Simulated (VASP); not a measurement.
TiSn:

```
Ti Sn
1.0
     3.02690    0.00000    0.00000
    -1.51345    2.62137    0.00000
     0.00000    0.00000    4.81617
Ti Sn
1 1
Direct
  0.66667 0.33333 0.00000
  0.00000 0.00000 0.50000
```

The cell was built by a generator and needn't be a form met in nature.

| Property | Result |
| --- | --- |
| Program | VASP 6.6.1 |
| Task | relaxation of cell and atoms |
| Functional | PBE |
| Potentials or basis | VASP PAW PBE potentials, release 64 (Ti_sv, Sn_d) |
| Cutoff | 520 eV |
| k mesh | 8 × 8 × 4 |
| Occupations | gaussian, width 0.15 eV |
| Spin | no spin polarisation |

At the start: pressure 5.3 GPa; volume 19.11 Å³/atom.

Where does the relaxation end?

Over 11 steps the energy falls by 55.3 meV/atom and the volume is 19.95 Å³/atom (+4.4 %); space group P-6m2 (No. 187, to 0.05 Å).

The path:
```csv
step,energy change (eV),largest force (eV/Å),pressure (GPa),volume (Å³)
1,0.0000,0.0000,5.31,38.21
2,-0.0891,0.0000,-2.97,41.75
3,-0.0956,0.0000,-2.41,40.98
4,-0.0958,0.0000,-2.46,40.88
5,-0.0724,0.0000,1.04,39.54
6,-0.0952,0.0000,-1.01,40.76
7,-0.0957,0.0000,-1.07,40.82
8,-0.1103,0.0000,-0.31,39.98
9,-0.1097,0.0000,0.99,39.68
10,-0.1105,0.0000,1.16,39.82
11,-0.1106,0.0000,0.17,39.90
```

Final structure:
```
Ti Sn
1.0
     3.15620    0.00000    0.00000
    -1.57810    2.73335    0.00000
     0.00000    0.00000    4.62518
Ti Sn
1 1
Direct
  0.66667 0.33333 0.00000
  0.00000 0.00000 0.50000
```
